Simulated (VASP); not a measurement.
The input files of a VASP run:

**POSCAR**
```
Al
1
    0.0000000000     2.0250000000     2.0250000000
    2.0250000000     0.0000000000     2.0250000000
    2.0250000000     2.0250000000     0.0000000000
Al
1
Direct
  0.0000000000   0.0000000000   0.0000000000
```

INCAR:
```
SYSTEM = Al
PREC = Accurate
ENCUT = 400
EDIFF = 1E-6
NELM = 100
ALGO = Normal
LREAL = .FALSE.
LASPH = .TRUE.
ISMEAR = 1
SIGMA = 0.1
GGA = PE
LWAVE = .FALSE.
LCHARG = .FALSE.
ISIF = 2
LEPSILON = .TRUE.
```

### KPOINTS
```
Automatic mesh
0
Gamma
12 12 12
0 0 0
```

POTCAR, in this order: Al (PBE.64 set). Program: vasp_std.

The run wrote:

### standard output
```
...
RMM:   4    -0.572701776324E+00   -0.44809E-07   -0.20639E-07   911   0.116E-03
 change of polarisation eV/A/(eV/A) component  1 :     1.145    -0.035     0.027
 dielectric tensor                  component  1 :    13.480    -0.384     0.293
 Linear response to external field (no local field effect), progress :
  Direction:   2
       N       E                     dE             d eps       ncg     rms          rms(c)
RMM:   1    -0.327274867243E-01   -0.32727E-01   -0.19735E-01  1446   0.352E-01
RMM:   2    -0.330479060270E-01   -0.32042E-03   -0.51511E-05  1141   0.388E-02
RMM:   3    -0.330486198292E-01   -0.71380E-06   -0.54868E-07  1061   0.369E-03
 change of polarisation eV/A/(eV/A) component  2 :    -0.035     0.066    -0.054
 dielectric tensor                  component  2 :    -0.384     1.720    -0.587
 Linear response to external field (no local field effect), progress :
  Direction:   3
       N       E                     dE             d eps       ncg     rms          rms(c)
RMM:   1    -0.229946218723E+01   -0.22995E+01   -0.16419E+01  1378   0.177E+00
RMM:   2    -0.231979544013E+01   -0.20333E-01   -0.21470E-03  1122   0.171E-01
RMM:   3    -0.231982890179E+01   -0.33462E-04   -0.17533E-05   999   0.153E-02
RMM:   4    -0.231982932871E+01   -0.42692E-06   -0.24972E-07   786   0.238E-03
 change of polarisation eV/A/(eV/A) component  3 :     0.027    -0.054     4.640
 dielectric tensor                  component  3 :     0.293    -0.587    51.553
 Linear response to external field, progress :
  Direction:   1
       N       E                     dE             d eps       ncg     rms          rms(c)
RMM:   1    -0.962646882512E+00   -0.96265E+00   -0.68597E+00  3211   0.980E-01
RMM:   2    -0.975178905735E+00   -0.12532E-01   -0.96330E-04  2534   0.983E-02    0.632E-01
RMM:   3    -0.975168137628E+00    0.10768E-04   -0.37358E-04  2474   0.155E-01    0.389E-01
RMM:   4    -0.995655937538E+00   -0.20488E-01   -0.97822E-04  2521   0.244E-01    0.159E-02
RMM:   5    -0.995880888940E+00   -0.22495E-03   -0.67301E-06  2594   0.251E-02    0.223E-03
RMM:   6    -0.995931322107E+00   -0.50433E-04   -0.68301E-08  2561   0.233E-03    0.558E-04
RMM:   7    -0.995938756424E+00   -0.74343E-05    0.98884E-08  1286   0.355E-04    0.280E-05
RMM:   8    -0.995936604665E+00    0.21518E-05   -0.27775E-13   709   0.341E-04    0.617E-06
 change of polarisation eV/A/(eV/A) component  1 :     1.938    -0.022    -0.005
 dielectric tensor                  component  1 :    22.115    -0.235    -0.053
 Linear response to external field, progress :
  Direction:   2
       N       E                     dE             d eps       ncg     rms          rms(c)
RMM:   1    -0.962646883812E+00   -0.96265E+00   -0.68597E+00  3216   0.980E-01
RMM:   2    -0.975178907064E+00   -0.12532E-01   -0.96330E-04  2534   0.983E-02    0.632E-01
RMM:   3    -0.975168174023E+00    0.10733E-04   -0.37329E-04  2474   0.155E-01    0.389E-01
RMM:   4    -0.995655440820E+00   -0.20487E-01   -0.97548E-04  2517   0.244E-01    0.159E-02
RMM:   5    -0.995881255981E+00   -0.22582E-03   -0.67073E-06  2590   0.251E-02    0.224E-03
RMM:   6    -0.995931327779E+00   -0.50072E-04   -0.39915E-08  2566   0.233E-03    0.556E-04
RMM:   7    -0.995938774253E+00   -0.74465E-05    0.36836E-07  1266   0.354E-04    0.280E-05
RMM:   8    -0.995936615973E+00    0.21583E-05   -0.47777E-12   719   0.340E-04    0.618E-06
 change of polarisation eV/A/(eV/A) component  2 :    -0.037     1.938    -0.019
 dielectric tensor                  component  2 :    -0.399    22.115    -0.204
 Linear response to external field, progress :
  Direction:   3
       N       E                     dE             d eps       ncg     rms          rms(c)
RMM:   1    -0.962646768197E+00   -0.96265E+00   -0.68597E+00  3215   0.980E-01
RMM:   2    -0.975178788729E+00   -0.12532E-01   -0.96330E-04  2532   0.983E-02    0.632E-01
RMM:   3    -0.975168023428E+00    0.10765E-04   -0.37316E-04  2470   0.155E-01    0.389E-01
RMM:   4    -0.995655603992E+00   -0.20488E-01   -0.97628E-04  2519   0.244E-01    0.159E-02
RMM:   5    -0.995880887394E+00   -0.22528E-03   -0.67142E-06  2591   0.251E-02    0.223E-03
RMM:   6    -0.995931202649E+00   -0.50315E-04   -0.61565E-08  2557   0.233E-03    0.557E-04
RMM:   7    -0.995938643430E+00   -0.74408E-05    0.14324E-07  1276   0.355E-04    0.280E-05
RMM:   8    -0.995936487896E+00    0.21555E-05    0.42412E-13   699   0.341E-04    0.617E-06
 change of polarisation eV/A/(eV/A) component  3 :    -0.019    -0.037     1.938
 dielectric tensor                  component  3 :    -0.205    -0.398    22.115
 Born effective charges drift removed
```

**OUTCAR**
```
------------------------ aborting loop because EDIFF is reached ----------------------------------------

 HEAD OF MICROSCOPIC STATIC DIELECTRIC TENSOR (INDEPENDENT PARTICLE, excluding Hartree and local field effects)
 ------------------------------------------------------
          22.251106     0.000000     0.000000
           0.000000    22.251106    -0.000000
           0.000000     0.000000    22.251106
 ------------------------------------------------------

 MACROSCOPIC STATIC DIELECTRIC TENSOR (including local field effects in DFT)
 ------------------------------------------------------
          22.115103     0.000000    -0.000000
          -0.000000    22.115103    -0.000000
          -0.000000     0.000000    22.115103
 ------------------------------------------------------

 PIEZOELECTRIC TENSOR (including local field effects)  for field in x, y, z        (e  Angst)
          XX          YY          ZZ          XY          YZ          ZX
  --------------------------------------------------------------------------------
  x     0.00000     0.00000     0.00000     0.00000     0.00000     0.00000
  y     0.00000     0.00000     0.00000     0.00000     0.00000     0.00000
  z     0.00000     0.00000     0.00000     0.00000     0.00000     0.00000

 PIEZOELECTRIC TENSOR (including local field effects)  for field in x, y, z        (C/m^2)
          XX          YY          ZZ          XY          YZ          ZX
  --------------------------------------------------------------------------------
  x     0.00000     0.00000     0.00000     0.00000     0.00000     0.00000
  y     0.00000     0.00000     0.00000     0.00000     0.00000     0.00000
  z     0.00000     0.00000     0.00000     0.00000     0.00000     0.00000

 BORN EFFECTIVE CHARGES (including local field effects) (in |e|, cummulative output)
 ---------------------------------------------------------------------------------
 ion    1
    1     0.00000     0.00000     0.00000
    2     0.00000     0.00000     0.00000
    3     0.00000     0.00000     0.00000
```
(Selected blocks of OUTCAR.)

Task: Read input and log: which fault does this run have?
A) LDA potentials were taken and GGA is not set, so the run is LDA and not PBE
B) the tetrahedron method needs a mesh, and KPOINTS holds a single point
C) one atom is typed twice, on or next to the same site
D) LEPSILON was set for a metal

Result: D, LEPSILON was set for a metal. The run ends without an error. Against the sound run, the energy per atom (σ→0) stays essentially unchanged; the pressure is nearly the same.

To mend it, drop LEPSILON, since a metal has no finite static dielectric tensor or Born charges. The plain static run on this cell (PBE GGA, plane waves, VASP's PBE PAW potentials (set 64)) converges, and its OSZICAR ends with
```
   1 F= -.37531730E+01 E0= -.37534303E+01  d E =0.771969E-03
```

The compound is Al in the fcc structure. The cell was not relaxed at this level.
